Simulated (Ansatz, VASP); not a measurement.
# InGaAsP: VASP beside Ansatz

Wanted: the spread between two codes on one cell, functional and k mesh. The cell is invented: As first built, before any earlier steps moved the atoms (in the runner's words): it takes the InGaAs2 structure with some of its atoms replaced by other elements, volume scaled by an estimate. It may not be a known or stable phase. The cell is taken from a series of VASP runs on this material, whose earlier steps may have relaxed, scaled or displaced it; both programs get it as it stands.

Calculated with Ansatz 0.2.0; plane waves, with VASP 6.6.1 beside it; band structure at PBEsol and band structure at PBEsol, spin-orbit coupling.

## (1) Starting point

Symmetry: R3m, No. 160, trigonal system. The conventional cell has a = 4.070 Å, b = 4.070 Å, c = 20.097 Å, α = 90.00°, β = 90.00°, γ = 120.00°. Nearest to In lie 1 P at 2.54 Å and 3 As at 2.56 Å. Nearest to As lie 1 Ga at 2.44 Å and 3 In at 2.56 Å. Ga has 1 As at 2.44 Å and 3 P at 2.45 Å nearest. Nearest to P lie 3 Ga at 2.45 Å and 1 In at 2.54 Å. As first built, before any earlier steps moved the atoms (in the runner's words): sites of the InGaAs2 structure (space group 160) filled with other elements, volume scaled by an estimate. Farther neighbours are not listed.

Structure file:

```cif
data_structure
_symmetry_space_group_name_H-M 'P 1'
_symmetry_Int_Tables_number 1
_cell_length_a 7.0991
_cell_length_b 7.0991
_cell_length_c 7.0991
_cell_angle_alpha 33.313
_cell_angle_beta 33.313
_cell_angle_gamma 33.313
_cell_volume 96.09
loop_
_atom_site_label
_atom_site_type_symbol
_atom_site_fract_x
_atom_site_fract_y
_atom_site_fract_z
_atom_site_occupancy
In1 In 0.62160 0.62160 0.62160 1
As2 As 0.00591 0.00591 0.00591 1
Ga3 Ga 0.12736 0.12736 0.12736 1
P4 P 0.49513 0.49513 0.49513 1
```

## (2) VASP: band structure, PBEsol

With cell and atoms fixed, the geometry can't cause a difference; cores, projectors, grids and the points listed under the comparison can.

Lines of VASP's logs that name or quote its potential files are left out, and so is its time.

The input, INCAR:

```
SYSTEM = InGaAsP
PREC = Accurate
ENCUT = 400
EDIFF = 1E-06
NELM = 100
ISMEAR = 0
SIGMA = 0.05
LREAL = .FALSE.
ALGO = Normal
GGA = PS
NBANDS = 32
LORBIT = 11
LWAVE = .FALSE.
LCHARG = .FALSE.
KPAR = 2
```

The input, POSCAR:

```
InGaAsP
1.0
    2.0348332696      1.1748108590      6.6989738757
   -2.0348332696      1.1748108590      6.6989738757
    0.0000000000     -2.3496226582      6.6989738711
In As Ga P
1 1 1 1
Direct
    0.6216017006      0.6216017006      0.6216017006
    0.0059138282      0.0059138282      0.0059138282
    0.1273576380      0.1273576380      0.1273576380
    0.4951278330      0.4951278330      0.4951278330
```

The input, KPOINTS:

```
Automatic mesh
0
Gamma
6 6 6
0 0 0
```

The input, KPOINTS_OPT:

```
Line mode
16
Line-mode
Reciprocal
  0.00000000   0.00000000   0.00000000 GAMMA
  0.50000000   0.00000000   0.00000000 L

  0.50000000   0.00000000   0.00000000 L
  0.50000000   0.18717018  -0.18717018 B1

  0.81282982   0.50000000   0.18717018 B
  0.50000000   0.50000000   0.50000000 Z

  0.50000000   0.50000000   0.50000000 Z
  0.00000000   0.00000000   0.00000000 GAMMA

  0.00000000   0.00000000   0.00000000 GAMMA
  0.34358509   0.00000000  -0.34358509 X

  0.65641491   0.34358509   0.00000000 Q
  0.50000000   0.50000000   0.00000000 F

  0.50000000   0.50000000   0.00000000 F
  0.65641491   0.65641491   0.18717018 P1

  0.65641491   0.65641491   0.18717018 P1
  0.50000000   0.50000000   0.50000000 Z

  0.50000000   0.00000000   0.00000000 L
  0.81282982   0.34358509   0.34358509 P
```

PAW data sets: In_d, As, Ga_d and P (PBE family, release 64).

The run is started by

```sh
mpirun -np 2 vasp_std
```

Numbers of over 12 decimals in the logs are rounded to 6 here.

Log:

```text
[banner, memory and clock lines left out]
running    2 mpi-ranks, on    1 nodes
 distrk:  each k-point on    1 cores,    2 groups
 distr:  one band on    1 cores,    1 groups

 POSCAR found type information on POSCAR InAsGaP
 POSCAR found :  4 types and       4 ions
|                                                                             |
|               ----> ADVICE to this user running VASP <----                  |
|                                                                             |
|     You enforced a specific xc type in the INCAR file but a different       |
|     [... a line on the potential file left out ...]
|     I HOPE YOU KNOW WHAT YOU ARE DOING!                                     |
|                                                                             |

 LDA part: xc-table for (Slater+PW92), standard interpolation
 POSCAR, INCAR and KPOINTS ok, starting setup
 FFT: planning ... GRIDC
 FFT: planning ... GRID_SOFT
 FFT: planning ... GRID
 WAVECAR not read
 entering main loop
       N       E                     dE             d eps       ncg     rms          rms(c)
DAV:   1     0.267892596544E+03    0.26789E+03   -0.13967E+04  2192   0.124E+03
DAV:   2     0.161214679156E+02   -0.25177E+03   -0.23713E+03  2144   0.366E+02
DAV:   3    -0.173677087042E+02   -0.33489E+02   -0.33124E+02  2504   0.114E+02
DAV:   4    -0.186181285648E+02   -0.12504E+01   -0.12489E+01  2424   0.234E+01
DAV:   5    -0.186563150340E+02   -0.38186E-01   -0.38182E-01  2992   0.406E+00    0.630E+00
DAV:   6    -0.181252290488E+02    0.53109E+00   -0.64666E-01  3000   0.116E+01    0.358E+00
DAV:   7    -0.180601259160E+02    0.65103E-01   -0.31849E-01  3096   0.327E+00    0.106E+00
DAV:   8    -0.180564673408E+02    0.36586E-02   -0.47030E-02  2816   0.199E+00    0.438E-01
DAV:   9    -0.180565494363E+02   -0.82095E-04   -0.34944E-03  2824   0.516E-01    0.193E-01
DAV:  10    -0.180567089000E+02   -0.15946E-03   -0.42835E-04  3144   0.179E-01    0.110E-01
DAV:  11    -0.180568068261E+02   -0.97926E-04   -0.15450E-04  2336   0.721E-02    0.329E-02
DAV:  12    -0.180568006866E+02    0.61395E-05   -0.97109E-06  2544   0.226E-02    0.121E-02
DAV:  13    -0.180568028381E+02   -0.21515E-05   -0.49635E-06  2152   0.849E-03    0.367E-03
DAV:  14    -0.180568028549E+02   -0.16801E-07   -0.49668E-07  1784   0.561E-03
   1 F= -.18056803E+02 E0= -.18056651E+02  d E =-.303936E-03
 Start KPOINTS_OPT (optional k-point list driver)
k-point batch [1-32\144]
       N       E                     dE             ncg
DAV:   1     0.251906617459E+04   -0.21094E+05     2192
DAV:   2    -0.555254589189E+04   -0.80716E+04     2136
DAV:   3    -0.663637241274E+04   -0.10838E+04     2392
DAV:   4    -0.667688667052E+04   -0.40514E+02     2528
DAV:   5    -0.667816646440E+04   -0.12798E+01     3104
DAV:   6    -0.667818993039E+04   -0.23466E-01     2664
DAV:   7    -0.667819067365E+04   -0.74326E-03     3160
DAV:   8    -0.667819069068E+04   -0.17033E-04     2480
DAV:   9    -0.667819069102E+04   -0.33204E-06     1704
[...]
k-point batch [129-144\144]
       N       E                     dE             ncg
DAV:   1     0.103159338202E+05   -0.13925E+05     1064
DAV:   2     0.629716277756E+04   -0.40188E+04     1040
DAV:   3     0.577540825896E+04   -0.52175E+03     1248
DAV:   4     0.575649604624E+04   -0.18912E+02     1320
DAV:   5     0.575592802484E+04   -0.56802E+00     1496
DAV:   6     0.575591617726E+04   -0.11848E-01     1432
DAV:   7     0.575591589768E+04   -0.27958E-03     1480
DAV:   8     0.575591589066E+04   -0.70233E-05     1352
DAV:   9     0.575591589054E+04   -0.11881E-06      824
```

Parts of OUTCAR (step 2):

```text
ion  position               nearest neighbor table
   1  0.622  0.622  0.622-   4 2.54   2 2.56   2 2.56   2 2.56
   2  0.006  0.006  0.006-   3 2.44   1 2.56   1 2.56   1 2.56
   3  0.127  0.127  0.127-   2 2.44   4 2.45   4 2.45   4 2.45
   4  0.495  0.495  0.495-   3 2.45   3 2.45   3 2.45   1 2.54

  LATTYP: Found a trigonal (rhomboedric) cell.
 ALAT       =     7.0990828969
 COS(alpha) =     0.8356827492

 Subroutine GETGRP returns: Found  6 space group operations
 (whereof  6 operations were pure point group operations)

The static configuration has the point symmetry C_3v.

 Found     32 irreducible k-points:

   k-points           NKPTS =     32   k-points in BZ     NKDIM =     32   number of bands    NBANDS=     32

   dimension x,y,z NGX =    48 NGY =   48 NGZ =   48
   dimension x,y,z NGXF=    96 NGYF=   96 NGZF=   96

   ENCUT  =  400.0 eV  29.40 Ry    5.42 a.u.  11.58 11.58 11.58*2*pi/ulx,y,z

   NELECT =      36.0000    total number of electrons

 k-points in reciprocal lattice and weights: Automatic mesh
   0.00000000  0.00000000  0.00000000       0.005
   0.16666667  0.00000000  0.00000000       0.028
   0.33333333 -0.00000000  0.00000000       0.028
   0.50000000  0.00000000 -0.00000000       0.014
   0.16666667  0.16666667 -0.00000000       0.028
   0.33333333  0.16666667 -0.00000000       0.056
   0.50000000  0.16666667  0.00000000       0.056
  -0.33333333  0.16666667 -0.00000000       0.056
  -0.16666667  0.16666667  0.00000000       0.028
[...]
-0.33333333  0.50000000  0.33333333       0.028
   0.50000000  0.50000000  0.50000000       0.005

 average (electrostatic) potential at core
       1 -96.1496       2 -49.1559       3 -65.6512       4 -83.8657

 E-fermi :   4.7338

 k-point     1 :       0.0000    0.0000    0.0000
  band No.  band energies     occupation
    ...
     15       3.1310      2.00000
     16       4.2267      2.00000
     17       4.6506      1.98137
     18       4.7316      1.04951
     19       4.7316      1.04949
     20       5.8926      0.00000
     21       8.0591      0.00000
     22       8.0591      0.00000
     23       8.3398      0.00000
     24       9.3473      0.00000
    ...

 k-point     2 :       0.1667    0.0000    0.0000
  band No.  band energies     occupation
    ...
     14       1.5041      2.00000
     15       2.6294      2.00000
     16       2.8073      2.00000
     17       3.8818      2.00000
     18       4.1759      2.00000
     19       6.1122      0.00000
     20       7.0470      0.00000
     21       7.8658      0.00000
     22       8.6529      0.00000
     23       8.8841      0.00000
    ...

 k-point     3 :       0.3333   -0.0000    0.0000
  band No.  band energies     occupation
    ...
     14       0.0592      2.00000
     15       0.8348      2.00000
     16       2.3065      2.00000
     17       2.7041      2.00000
     18       3.3827      2.00000
     19       6.2669      0.00000
     20       7.4502      0.00000
     21       7.9979      0.00000
     22       9.6587      0.00000
     23       9.9233      0.00000
    ...

  Total        0.0093906      0.0093906      0.0340880      0.0000000     -0.0000000      0.0000000
  in kB        0.1565848      0.1565847      0.5684027      0.0000000     -0.0000000      0.0000000
  external PRESSURE =       0.2938574 kB  Pullay stress =       0.0000000 kB

  energy-cutoff  :      400.00
  volume of cell :       96.09
      direct lattice vectors                 reciprocal lattice vectors
     2.034833270  1.174810859  6.698973876     0.245720378  0.141866770  0.049758871
    -2.034833270  1.174810859  6.698973876    -0.245720378  0.141866770  0.049758871
     0.000000000 -2.349622658  6.698973871     0.000000000 -0.283733541  0.049758851

 POSITION                                       TOTAL-FORCE (eV/Angst)
 -----------------------------------------------------------------------------------
      0.00000     -0.00000     12.49228         0.000000      0.000000     -0.006760
      0.00000     -0.00000      0.11885         0.000000     -0.000000      0.005239
      0.00000     -0.00000      2.55950         0.000000      0.000000     -0.006678
      0.00000     -0.00000      9.95055         0.000000     -0.000000      0.008199
 -----------------------------------------------------------------------------------
    total drift:                               -0.000000     -0.000032     -0.001199

  FREE ENERGIE OF THE ION-ELECTRON SYSTEM (eV)
  ---------------------------------------------------
  free  energy   TOTEN  =       -18.0568028549 eV

  energy  without entropy=      -18.0564989191  energy(sigma->0) =      -18.05665089

 total charge
# of ion       s       p       d       tot
------------------------------------------
    1        0.847   0.809   9.898  11.554
    2        1.215   1.614   0.027   2.856
    3        0.868   0.744   9.994  11.606
    4        1.031   1.442   0.000   2.473
--------------------------------------------------
tot          3.961   4.609  19.919  28.489

[... 3 further parts left out ...]
```

The run ends at a pressure of 0.03 GPa, with forces up to 0.0082 eV/Å.

## (3) Ansatz: band structure, PBEsol

Ansatz runs on its default PAW (the set named soft_2) files.

The same cell, functional, mesh and smearing now go to Ansatz, which takes its cutoff from its data sets.

The input, input.yaml:

```yaml
crystal:
  lattice:
    - [2.0348332696, 1.174810859, 6.6989738757]
    - [-2.0348332696, 1.174810859, 6.6989738757]
    - [0.0, -2.3496226582, 6.6989738711]
  atoms:
    - { symbol: In, position: [0.6216017006, 0.6216017006, 0.6216017006] }
    - { symbol: As, position: [0.0059138282, 0.0059138282, 0.0059138282] }
    - { symbol: Ga, position: [0.127357638, 0.127357638, 0.127357638] }
    - { symbol: P, position: [0.495127833, 0.495127833, 0.495127833] }
hamiltonian:
  xc: pbesol
  pseudopotentials: { kind: paw }
kpoints:
  mp_grid: { grid: [6, 6, 6] }
  band_path:
    path:
      - [0.0, 0.0, 0.0]
      - [0.13333, 0.0, 0.0]
      - [0.3, 0.0, 0.0]
      - [0.46667, 0.0, 0.0]
      - [0.5, 0.03743, -0.03743]
      - [0.5, 0.09982, -0.09982]
      - [0.5, 0.16221, -0.16221]
      - [0.77112, 0.5, 0.22888]
      - [0.66684, 0.5, 0.33316]
      - [0.56257, 0.5, 0.43743]
      - [0.46667, 0.46667, 0.46667]
      - [0.3, 0.3, 0.3]
      - [0.13333, 0.13333, 0.13333]
      - [0.0, 0.0, 0.0]
      - [0.11453, 0.0, -0.11453]
      - [0.20615, 0.0, -0.20615]
      - [0.32068, 0.0, -0.32068]
      - [0.62513, 0.37487, 0.0]
      - [0.57299, 0.42701, 0.0]
      - [0.52086, 0.47914, 0.0]
      - [0.52086, 0.52086, 0.02496]
      - [0.57299, 0.57299, 0.08735]
      - [0.62513, 0.62513, 0.14974]
      - [0.64599, 0.64599, 0.20803]
      - [0.59385, 0.59385, 0.3123]
      - [0.54171, 0.54171, 0.41658]
      - [0.5, 0.0, 0.0]
      - [0.60428, 0.11453, 0.11453]
      - [0.70855, 0.22906, 0.22906]
      - [0.81283, 0.34359, 0.34359]
    npoints: 1
scf:
  occupations: { method: gaussian, width: 0.05 }
  n_extra_bands: 8
output:
  forces: true
  stress: true
  eigenvalues: true
  write_density: true
  write_potential: true
  elf: true
  volumetric_format: npy
```

The run is started by

```sh
ansatz run input.yaml --threads 2 --pin off --max-ram 4608MiB --backend cpu --events-out ev --progress --plain --runs-dir out
```

Log:

```text
basis.fft_grid_basis auto: the FFT boxes are laid along the combinations [[1, -1, 0], [0, 1, 0], [0, -1, 1]] of the cell's own vectors, 4.070, 7.099 and 4.070 Å long. The dense box has 30×48×30 points. Along the cell's own vectors, as sized, it would have 48×48×48, 2.56 times as many. Of the 6 symmetry operations that the crystal satisfies within crystal.symmetry.tolerance (time reversal apart; of a slab, those that  [...]
scf.n_extra_bands = 8 over 23 filled bands (N_el = 46.0): the run solves 31 bands
Engine: ansatz 0.2.0, x86_64-unknown-linux-gnu
Pseudopotentials: kind: paw
Pseudopotential: In, paw, valence charge 13, recommended cutoff 420 eV (normal), In.paw.azcp
Pseudopotential: As, paw, valence charge 15, recommended cutoff 420 eV (normal), As.paw.azcp
Pseudopotential: Ga, paw, valence charge 13, recommended cutoff 420 eV (normal), Ga.paw.azcp
Pseudopotential: P, paw, valence charge 5, recommended cutoff 420 eV (normal), P.paw.azcp
Functional definition: PBEsol
  exchange = pbesol_x
  correlation = pbesol_c
Crystal: 4 atoms, lattice volume = 96.085 Å³
Basis set: ecut = 420 eV, 1889 PW (Γ), FFT grids on a1−a2, a2, −a2+a3, exchange–correlation on 60×96×60 points (8 copies of the dense FFT grid, shifted against one another)
Bands: 31, of which v1, the nominal top of the filled ones, is band 23 counted from 1 (22 counted from 0)
Symmetry: 6 space group operations
Space group: R3m (ITA 160), of the structure as read, at distance tolerance 4.6e-5 Å
k-points: 32 of 216 (time reversal used)
Non-local potential: In, projectors of the file, l = 0: 2, l = 1: 2, l = 2: 2, l = 3: 2
Non-local potential: As, projectors of the file, l = 0: 2, l = 1: 2, l = 2: 3, l = 3: 1
Non-local potential: Ga, projectors of the file, l = 0: 2, l = 1: 2, l = 2: 3, l = 3: 1
Non-local potential: P, projectors of the file, l = 0: 2, l = 1: 2, l = 2: 2
PAW form: soft (Blöchl's): semilocal exchange-correlation on the pseudo side does not see the compensation charge
PAW frozen core: In, regenerated for the run's functional, and the local potential with it (the file was generated under x = pbe(κ = 0.804, μ = 0.219515), c = pbe(β = 0.066725))
PAW frozen core: As, regenerated for the run's functional, and the local potential with it (the file was generated under x = pbe(κ = 0.804, μ = 0.219515), c = pbe(β = 0.066725))
PAW frozen core: Ga, regenerated for the run's functional, and the local potential with it (the file was generated under x = pbe(κ = 0.804, μ = 0.219515), c = pbe(β = 0.066725))
PAW frozen core: P, regenerated for the run's functional, and the local potential with it (the file was generated under x = pbe(κ = 0.804, μ = 0.219515), c = pbe(β = 0.066725))
PAW one-centre angular grid: In, 590 points (default); XC on 64 Gauss nodes
PAW one-centre angular grid: As, 590 points (default); XC on 64 Gauss nodes
PAW one-centre angular grid: Ga, 590 points (default); XC on 64 Gauss nodes
PAW one-centre angular grid: P, 110 points (default); XC on 64 Gauss nodes
Initial density: superposition of atomic densities (neutral atoms: chi_scale 0, normalization atom), corrected by the library's trained network
Initial wavefunctions: pseudopotential atomic-orbital guess
Functional: x = pbesol(κ = 0.804, μ = 0.123457), c = pbesol(β = 0.046)
SCF iter   1: F=—  HF=-14822.549924 eV  |F-HF|=—  |Δ(HF+E_count)|=         —  Δρ=4.35e-3  dr2=3.47e-2  ethr=1.77e-3  ⟨swp⟩=6.7  Hψ=4715  notcnv=0  defer=7
preconditioner: auto → Resta (q_TF=auto, 2.413 Å⁻¹)  ε∞=3.3  [insulator: Δε(μ)=0.386 eV  Ē_g=14.953 eV  σ=0.050 eV  W_gap=0.60  n_scr=28 (ndim 8)  ℏωp=22.7 eV  f_vac=0.047  D(μ)=0.29/eV (n_scr^D=0)  ε∞_Penn≈3.3]
SCF iter   2: F=—  HF=-14822.538555 eV  |F-HF|=—  |Δ(HF+E_count)|=   1.14e-2  Δρ=1.88e-3  dr2=5.22e-3  ethr=7.55e-5  ⟨swp⟩=2.0  Hψ=1549  notcnv=0  defer=66
SCF iter   3: F=—  HF=-14822.537531 eV  |F-HF|=—  |Δ(HF+E_count)|=   1.02e-3  Δρ=6.30e-4  dr2=4.82e-4  ethr=1.14e-5  ⟨swp⟩=2.0  Hψ=1489  notcnv=0  defer=66
SCF iter   4: F=—  HF=-14822.537424 eV  |F-HF|=—  |Δ(HF+E_count)|=   1.07e-4  Δρ=3.08e-4  dr2=1.46e-4  ethr=1.05e-6  ⟨swp⟩=2.0  Hψ=1489  notcnv=0  defer=66
SCF iter   5: F=—  HF=-14822.537453 eV  |F-HF|=—  |Δ(HF+E_count)|=   2.86e-5  Δρ=9.82e-5  dr2=1.54e-5  ethr=3.17e-7  ⟨swp⟩=2.0  Hψ=1502  notcnv=0  defer=66
SCF iter   6: F=—  HF=-14822.537470 eV  |F-HF|=—  |Δ(HF+E_count)|=   1.66e-5  Δρ=3.12e-5  dr2=9.26e-7  ethr=3.35e-8  ⟨swp⟩=3.0  Hψ=1724  notcnv=0  defer=66
SCF iter   7: F=-14822.537471 eV  HF=-14822.537471 eV  |F-HF|=6.36e-8  |Δ(HF+E_count)|=   1.18e-6  Δρ=8.23e-6  dr2=7.25e-8  ethr=2.17e-10  ⟨swp⟩=14.3  Hψ=8144  notcnv=0
SCF 1 converged in 7 iterations: F = -14822.537471 eV  dr2 = 7.25e-8
  greatest PAW one-centre occupation: 0.999 electrons in one spin orbital (limit 2), on the As atom at site 1 (counted from 0), in its partial waves of l = 2
NSCF: frozen V_eff on 30 k-points
SCF converged after 7 iterations
Free energy (F): -14822.537471 eV
Harris-Foulkes:  -14822.537471 eV  (|F-HF|=6.36e-8)
Internal energy: -14822.537165 eV  (E = F + TS)
E sigma→0 (E₀):  -14822.537318 eV
Entropy (-TS):   -0.000306 eV (-0.076 meV/atom)
Fermi energy:    7.669004 eV
--- Per-component energies (eV) ---
  E_band       = -376.357167
  E_kinetic    = 532.618260
  E_local      = -5678.142402  (includes V_loc(G=0)·N_el)
  E_nonlocal   = 160.442235
  E_hartree    = 2699.490264
  E_xc         = -421.147406
  E_vxc        = -297.335484  (∫ρ·V_xc dr)
  E_paw        = -8382.029056  (= ΣΔE_a)
  E_vpaw       = -492.925675  (= ΣTr[D̂ρ^β])
  E_aug_tail   = -0.000091  (compensation charges beyond the density's cutoff)
  E_ewald      = -3735.880373
  E_core_change = 2.111405  (= ΣΔE_core)
  E_smearing   = -0.000306  (= −TS)
  E_closure    = -0.000000  (closes the sum)
  Σ components = -14822.537471   (vs F -14822.537471, Δ=0.00e0)
--- Forces (eV/Å), atoms counted from 1 ---
  atom   1  In    -0.00000000    -0.00000000     0.00588672
  atom   2  As     0.00000000    -0.00000000     0.00186259
  atom   3  Ga    -0.00000000     0.00000000    -0.01566933
  atom   4  P      0.00000000    -0.00000000     0.00787825
  max |Σ_I F_I| component: 4.18e-5 eV/Å
--- Stress (GPa, compression-positive) ---
        0.046088       0.000000       0.000000
        0.000000       0.046088      -0.000000
        0.000000      -0.000000       0.091246
  P = ⅓ Tr σ = 0.0611 GPa (0.611 kbar)
--- Band table (eV; the first three rows and the last of 32) ---
  k-point 0: bands = [... 19 lower, 6.0748, 7.1687, 7.5887, 7.6667, 7.6667, 8.8273, 10.9980, 10.9980, ... 4 higher]
  k-point 1: bands = [... 19 lower, 5.5657, 5.7516, 6.8228, 7.1129, 9.0543, 9.9827, 10.8082, 11.5943, ... 4 higher]
  k-point 2: bands = [... 19 lower, 3.7782, 5.2515, 5.6472, 6.3216, 9.2103, 10.3910, 10.9392, 12.5985, ... 4 higher]
  k-point 31: bands = [... 19 lower, 6.2068, 6.2068, 7.3469, 7.3469, 8.1449, 9.7363, 11.4285, 11.4285, ... 4 higher]
```

Run time: 7.7 s. Hardware: 2 threads of Intel Xeon Platinum 8259CL at 2.50GHz (Skylake/Cascade Lake), shared host; peak memory 0.49 GiB.

In the SCF lines HF is the Harris–Foulkes energy and dr2 the Hartree energy of the density residual, in eV; the loop may stop once dr2 is under the threshold and the program's other checks hold. Hψ counts applications of the Hamiltonian.

(Continued in part 2 of 2.)

[Lines on the potential files, build, host, timing and source positions are cut from VASP's logs without a mark.]

[Logs are printed without paths, hosts, clocks, repeated set-up lines and the standing remarks that a program may print on its own settings, such as how far it seeks lower states.]

[Hosts, paths, dates, database ids (printed as entryN), source tags and the programs' standing remarks are cut or masked in the printed files.]
